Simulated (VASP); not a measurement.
Set up this calculation in VASP 6.6.1, as the native input.

| Item | Value |
| --- | --- |
| Task | single point |
| Functional | PBE |
| Potentials or basis | VASP PAW PBE potentials, release 64 (Rb_sv, Re) |
| Cutoff | 520 eV |
| k mesh | 7 × 7 × 7 |
| Occupations | fermi-dirac, width 0.05 eV |
| Spin | no spin polarisation |
| Further INCAR settings | ALGO = Normal; EDIFF = 1e-07; NBANDS = 23 |

The structure of RbRe3 lies in POSCAR:

```
RbRe3
1.0
   -2.9464220700      2.9464220700      2.9464220700
    2.9464220700     -2.9464220700      2.9464220700
    2.9464220700      2.9464220700     -2.9464220700
Rb Re
1 3
Direct
    0.0000000000      0.0000000000      0.0000000000
    0.0000000000      0.5000000000      0.5000000000
    0.5000000000      0.0000000000      0.5000000000
    0.5000000000      0.5000000000      0.0000000000
```

The cell was built by a generator and needn't be a form met in nature.

These files were run (other wordings do the same):

INCAR

```
SYSTEM = RbRe3
PREC     = Accurate       ! precision mode
ENCUT    = 520            ! plane-wave cutoff, eV
EDIFF    = 1E-7           ! SCF threshold, eV
ISMEAR   = -1             ! smearing method
SIGMA    = 0.05           ! smearing width, eV
LREAL    = .False.        ! projectors in reciprocal space
LASPH    = .True.         ! aspherical terms in the spheres
NELM     = 100            ! most SCF steps
ALGO     = Normal         ! electronic algorithm
ISIF     = 2              ! what is computed and relaxed
LWAVE    = .False.        ! write WAVECAR
LCHARG   = .False.        ! write CHGCAR
GGA      = PE             ! functional
NBANDS   = 23             ! bands
```

KPOINTS

```
Automatic mesh
0
Gamma
  7 7 7
  0 0 0
```

Potentials or basis: VASP PAW PBE potentials, release 64 (Rb_sv, Re).

Command:

```console
$ cat potpaw_PBE.64/Rb_sv/POTCAR potpaw_PBE.64/Re/POTCAR > POTCAR
$ mpirun -np 1 vasp_std > vasp.out
```

It gave:

```
Pressure               : -18.7 GPa
Band gap on the k mesh : none (metal or under the smearing width)
```

Caveat: so large a pressure means that the cell lies far from this level's equilibrium, or that cutoff or potentials fall short.

It took 100 s on 1 thread of Intel(R) Xeon(R) Platinum 8488C (Sapphire Rapids) (shared host), peak memory 0.25 GiB.
